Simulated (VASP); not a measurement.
Shape and ions are relaxed at each volume.

Energy against volume of CuAu (L1_0). These are r2SCAN+rVV10, VASP's PBE PAW potentials (set 64) (plane waves; VASP 6.6.1) values and carry that method's errors.

| V (Å³/atom) | E (eV/atom) |
|---|---|
| 13.530 | -30.48679 |
| 13.962 | -30.51125 |
| 14.394 | -30.51913 |
| 14.826 | -30.51337 |
| 15.258 | -30.49658 |

**Question.** Fit a third-order Birch-Murnaghan equation of state.

**Answer.** 
```json
{
 "volume_per_atom": "14.41 Å^3/atom",
 "bulk_modulus": "166 GPa",
 "pressure_derivative_of_the_bulk_modulus": "5.78"
}
```

The compound is CuAu in the L1_0 structure. It was relaxed first.
